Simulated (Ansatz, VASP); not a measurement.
## Ta (generalised stacking fault on (110) of Ta): VASP beside Ansatz

Aim: how closely do two programs agree when they are given the same cell, functional and k mesh? The cell is taken from a series of runs on this material, whose earlier steps may have relaxed, scaled, displaced or heated it; both programs get it as it stands.

Method: plane waves, with VASP 6.6.1 beside it; single point at r2SCAN, in Ansatz 0.2.0.

## (1) Starting point

The cell holds 12 atoms: 12 Ta. Cell: a = 2.875 Å, b = 2.875 Å, c = 28.208 Å, α = 91.0°, β = 87.1°, γ = 109.5°. It derives from Ta. 48 atoms of Ta, stacked on (1 1 0); one fault a cell: the periodic image above is shifted rigidly by 1.438 A along the in-plane vector of length 2.875 A (1/2<111>); atoms relaxed along the normal alone with the MACE-MP-0b2 potential. Lattice constants are starting values near those of PBE. Folded to one surface cell (a quarter of the atoms). The structure's axis is c.

Coordinates:

```xyz
12
Lattice="2.8752 0.0000 0.0000 -0.9584 2.7108 0.0000 1.4376 0.0000 28.1711" Properties=species:S:1:pos:R:3 pbc="T T T"
Ta    2.8752    0.0000    5.0685
Ta    0.9584    1.3554    7.4090
Ta    2.8752    0.0000    9.7281
Ta    0.9584    1.3554   12.0696
Ta    2.8752    0.0000   14.4070
Ta    0.9584    1.3554   16.7435
Ta    2.8752    0.0000   19.0800
Ta    0.9584    1.3554   21.4165
Ta    2.8752    0.0000   23.7539
Ta    0.9584    1.3554   26.0955
Ta    1.4376    0.0000    0.2434
Ta    2.3960    1.3554    2.5839
```

## (2) VASP: single point, r2SCAN

A single point gives forces, pressure and levels at one fixed geometry, so differences don't come from the geometry; what else differs is listed under the comparison.

Lines of VASP's logs that name or quote its potential files are left out, and so is its time.

Input file INCAR:

```
SYSTEM = Ta
PREC = Accurate
ENCUT = 440
EDIFF = 1E-06
NELM = 120
ISMEAR = -1
SIGMA = 0.1
LREAL = .FALSE.
ALGO = Normal
METAGGA = R2SCAN
LASPH = .TRUE.
NBANDS = 81
LORBIT = 11
LWAVE = .FALSE.
LCHARG = .FALSE.
ISIF = 2
GGA_COMPAT = .FALSE.
LMIXTAU = .TRUE.
KPAR = 2
```

Input file POSCAR:

```
Ta
1.0
    2.8752000000      0.0000000000      0.0000000000
   -0.9584000000      2.7107700000      0.0000000000
    1.4376000000      0.0000000000     28.1711300000
Ta
12
Direct
    0.9100400000      0.0000000000      0.1799200000
    0.3685000000      0.5000000000      0.2630000000
    0.8273400000      0.0000000000      0.3453200000
    0.2857800000      0.5000000000      0.4284400000
    0.7442950000      0.0000000000      0.5114100000
    0.2028250000      0.5000000000      0.5943500000
    0.6613550000      0.0000000000      0.6772900000
    0.1198850000      0.5000000000      0.7602300000
    0.5784000000      0.0000000000      0.8432000000
    0.0368400000      0.5000000000      0.9263200000
    0.4956800000      0.0000000000      0.0086400000
    0.9541400000      0.5000000000      0.0917200000
```

Input file KPOINTS:

```
Automatic mesh
0
Gamma
10 10 1
0 0 0
```

Potentials, in the order of the species: Ta_pv (PBE family, release 64).

Command:

```
> mpirun -np 2 vasp_std
```

Numbers of over 12 decimals in the logs are rounded to 6 here.

Output:

```text
[banner, memory and clock lines left out]
running    2 mpi-ranks, on    1 nodes
 distrk:  each k-point on    1 cores,    2 groups
 distr:  one band on    1 cores,    1 groups

 POSCAR found type information on POSCAR Ta
 POSCAR found :  1 types and      12 ions
|                                                                             |
|               ----> ADVICE to this user running VASP <----                  |
|                                                                             |
|     You enforced a specific xc type in the INCAR file but a different       |
|     [... a line on the potential file left out ...]
|     I HOPE YOU KNOW WHAT YOU ARE DOING!                                     |
|                                                                             |

 LDA part: xc-table for (None), standard interpolation
|                                                                             |
|           W    W    AA    RRRRR   N    N  II  N    N   GGGG   !!!           |
|           W    W   A  A   R    R  NN   N  II  NN   N  G    G  !!!           |
|           W    W  A    A  R    R  N N  N  II  N N  N  G       !!!           |
|           W WW W  AAAAAA  RRRRR   N  N N  II  N  N N  G  GGG   !            |
|           WW  WW  A    A  R   R   N   NN  II  N   NN  G    G                |
|           W    W  A    A  R    R  N    N  II  N    N   GGGG   !!!           |
|                                                                             |
|     Your reciprocal lattice and k-lattice belong to different lattice       |
|     classes:                                                                |
|                                                                             |
|        The reciprocal lattice is base-centered monoclinic,                  |
|        whereas your k-lattice is triclinic.                                 |
|                                                                             |
|     Results are often still useful ...                                      |
|                                                                             |

 POSCAR, INCAR and KPOINTS ok, starting setup
 FFT: planning ... GRIDC
 FFT: planning ... GRID_SOFT
 FFT: planning ... GRID
 WAVECAR not read
 entering main loop
       N       E                     dE             d eps       ncg     rms          rms(c)
DAV:   1     0.922934857318E+03    0.92293E+03   -0.68540E+04  8440   0.156E+03
DAV:   2    -0.544483726460E+03   -0.14674E+04   -0.14267E+04  8955   0.502E+02
DAV:   3    -0.620296330848E+03   -0.75813E+02   -0.71212E+02 10505   0.983E+01
DAV:   4    -0.622839592273E+03   -0.25433E+01   -0.24836E+01 10048   0.156E+01
DAV:   5    -0.622927780071E+03   -0.88188E-01   -0.87789E-01 10864   0.242E+00    0.486E+01
DAV:   6    -0.619468419433E+03    0.34594E+01   -0.61258E+01 11376   0.438E+01    0.278E+01
DAV:   7    -0.913611123964E+03   -0.29414E+03   -0.29646E+03 12982   0.891E+01    0.952E+01
DAV:   8    -0.705349555513E+03    0.20826E+03   -0.34769E+02 10347   0.456E+01    0.368E+01
DAV:   9    -0.595472276463E+03    0.10988E+03   -0.33843E+02 11606   0.208E+01    0.182E+01
DAV:  10    -0.599058010615E+03   -0.35857E+01   -0.12411E+02 10928   0.186E+01    0.964E+00
DAV:  11    -0.597879177578E+03    0.11788E+01   -0.22312E+01 10728   0.162E+01    0.665E+00
DAV:  12    -0.596099902082E+03    0.17793E+01   -0.60610E+00 10760   0.825E+00    0.583E+00
DAV:  13    -0.595585279298E+03    0.51462E+00   -0.69943E-01 10600   0.350E+00    0.517E+00
DAV:  14    -0.594173475237E+03    0.14118E+01   -0.21226E-01 10224   0.205E+00    0.380E+00
[...]
DAV:  66    -0.582845754687E+03    0.49213E-04   -0.57022E-05  8697   0.352E-02    0.467E-03
DAV:  67    -0.582845758104E+03   -0.34169E-05   -0.15250E-06  5746   0.577E-03    0.515E-03
DAV:  68    -0.582845792465E+03   -0.34361E-04   -0.97061E-06  7550   0.136E-02    0.346E-03
DAV:  69    -0.582845794786E+03   -0.23214E-05   -0.44739E-07  4680   0.383E-03    0.210E-03
DAV:  70    -0.582845786627E+03    0.81591E-05   -0.90976E-07  4737   0.401E-03    0.112E-03
DAV:  71    -0.582845793297E+03   -0.66700E-05   -0.90977E-07  4629   0.382E-03    0.547E-04
DAV:  72    -0.582845794479E+03   -0.11811E-05   -0.13992E-07  4621   0.177E-03    0.444E-04
DAV:  73    -0.582845795365E+03   -0.88602E-06   -0.30171E-08  4573   0.818E-04
   1 F= -.58284580E+03 E0= -.58262050E+03  d E =-.450589E+00
```

OUTCAR, selected parts (step 2):

```text
ion  position               nearest neighbor table
   1  0.910  0.000  0.180-   2 2.87   2 2.87  12 2.87  12 2.87   2 3.31   2 3.31
   2  0.368  0.500  0.263-   3 2.85   3 2.85   1 2.87   1 2.87   3 3.30   3 3.30   1 3.31   1 3.31

  LATTYP: Found a base centered monoclinic cell.
 ALAT       =     2.8752000000
 B/A-ratio  =    19.5959446299
 C/A-ratio  =     1.0000017850
 COS(beta)  =    -0.3333327383

 Subroutine GETGRP returns: Found  4 space group operations
 (whereof  2 operations were pure point group operations)

The static configuration has the point symmetry C_2 .
 The point group associated with its full space group is C_2h.

 Found     52 irreducible k-points:

   k-points           NKPTS =     52   k-points in BZ     NKDIM =     52   number of bands    NBANDS=     81

   dimension x,y,z NGX =    20 NGY =   20 NGZ =  196
   dimension x,y,z NGXF=    40 NGYF=   40 NGZF=  392

   ENCUT  =  440.0 eV  32.34 Ry    5.69 a.u.   4.92  4.92 48.24*2*pi/ulx,y,z

   NELECT =     132.0000    total number of electrons

 k-points in reciprocal lattice and weights: Automatic mesh
   0.00000000  0.00000000  0.00000000       0.010
   0.10000000  0.00000000  0.00000000       0.020
   0.20000000  0.00000000  0.00000000       0.020
   0.30000000 -0.00000000  0.00000000       0.020
   0.40000000  0.00000000  0.00000000       0.020
   0.50000000 -0.00000000  0.00000000       0.010
   0.00000000  0.10000000  0.00000000       0.020
   0.10000000  0.10000000  0.00000000       0.020
   0.20000000  0.10000000  0.00000000       0.020
[...]
0.40000000  0.50000000  0.00000000       0.020
   0.50000000  0.50000000  0.00000000       0.010

 average (electrostatic) potential at core
       1 -42.4808       2 -42.3180       3 -42.2633       4 -42.2851       5 -42.2775
       6 -42.2767       7 -42.2767       8 -42.2775       9 -42.2851      10 -42.2633
      11 -42.3180      12 -42.4808

 E-fermi :   5.2418

 k-point     1 :       0.0000    0.0000    0.0000
  band No.  band energies     occupation
    ...
     56       4.8062      1.97468
     57       5.1334      1.49450
     58       5.1904      1.25172
     59       5.2193      1.11229
     60       5.2548      0.93508
     61       5.4909      0.15302
     62       5.5519      0.08617
     63       5.7069      0.01893
     64       5.7383      0.01386
     65       5.9109      0.00248
    ...

 k-point     2 :       0.1000    0.0000    0.0000
  band No.  band energies     occupation
    ...
     58       4.9162      1.92584
     59       4.9990      1.83801
     60       5.0571      1.72767
     61       5.2912      0.75804
     62       5.3206      0.62521
     63       5.4582      0.20608
     64       5.5227      0.11372
     65       5.6483      0.03375
     66       5.6959      0.02110
     67       5.6985      0.02058
    ...

 k-point     3 :       0.2000    0.0000    0.0000
  band No.  band energies     occupation
    ...
     64       4.9763      1.86871
     65       5.1182      1.55000
     66       5.1500      1.42935
     67       5.2479      0.96951
     68       5.2878      0.77415
     69       5.4135      0.30472
     70       5.4520      0.21789
     71       5.4825      0.16531
     72       6.5591      0.00000
     73       6.9662      0.00000
    ...

  Total       -2.1497887     -1.6122525     -0.2921513     -1.1713755      0.0000000      0.0000000
  in kB      -15.6870530    -11.7646399     -2.1318343     -8.5475512      0.0000000      0.0000000
  external PRESSURE =      -9.8611757 kB  Pullay stress =       0.0000000 kB

  energy-cutoff  :      440.00
  volume of cell :      219.57
      direct lattice vectors                 reciprocal lattice vectors
     2.875200000  0.000000000  0.000000000     0.347801892  0.122966291 -0.017748667
    -0.958400000  2.710770000  0.000000000     0.000000000  0.368898874  0.000000000
     1.437600000  0.000000000 28.171130000     0.000000000  0.000000000  0.035497334

 POSITION                                       TOTAL-FORCE (eV/Angst)
 -----------------------------------------------------------------------------------
      2.87520      0.00000      5.06855         0.000000      0.000000     -0.021245
      0.95840      1.35539      7.40901         0.000000      0.000000      0.018499
      2.87520      0.00000      9.72805        -0.000000      0.000000     -0.004452
      0.95840      1.35539     12.06964        -0.000000      0.000000      0.008865
      2.87520      0.00000     14.40700        -0.000000      0.000000     -0.003760
      0.95840      1.35539     16.74351         0.000000      0.000000      0.002759
      2.87520      0.00000     19.08002         0.000000      0.000000     -0.002759
      0.95840      1.35539     21.41654         0.000000      0.000000      0.003760
      2.87520      0.00000     23.75390         0.000000      0.000000     -0.008865
      0.95840      1.35539     26.09548         0.000000      0.000000      0.004452
      1.43760      0.00000      0.24340        -0.000000      0.000000     -0.018499
      2.39600      1.35539      2.58386         0.000000      0.000000      0.021245
 -----------------------------------------------------------------------------------
    total drift:                                0.000005     -0.000002     -0.000017

  FREE ENERGIE OF THE ION-ELECTRON SYSTEM (eV)
  ---------------------------------------------------
  free  energy   TOTEN  =      -582.8457953645 eV

  energy  without entropy=     -582.3952062254  energy(sigma->0) =     -582.62050079

 total charge
# of ion       s       p       d       tot
------------------------------------------
    1        0.386   6.167   2.359   8.912
    2        0.380   6.180   2.368   8.928
    3        0.380   6.183   2.366   8.928
    4        0.380   6.182   2.357   8.920
    5        0.380   6.183   2.359   8.922
    6        0.380   6.183   2.359   8.922
    7        0.380   6.183   2.359   8.922
    8        0.380   6.183   2.359   8.922
    9        0.380   6.182   2.357   8.920
   10        0.380   6.183   2.366   8.928
   11        0.380   6.180   2.368   8.928
   12        0.386   6.167   2.359   8.912
--------------------------------------------------
tot          4.572  74.156  28.335 107.064

[... 3 further parts left out ...]
```

The run ends at a pressure of -0.99 GPa, with forces up to 0.021 eV/Å.

(Part 1 of 2 ends here.)

[Lines on the potential files, build, host, timing and source positions are cut from VASP's logs without a mark.]

[Logs are printed without paths, hosts, clocks, repeated set-up lines and the standing remarks that a program may print on its own settings, such as how far it seeks lower states.]

[Hosts, paths, dates, database ids (printed as entryN), source tags and the programs' standing remarks are cut or masked in the printed files.]
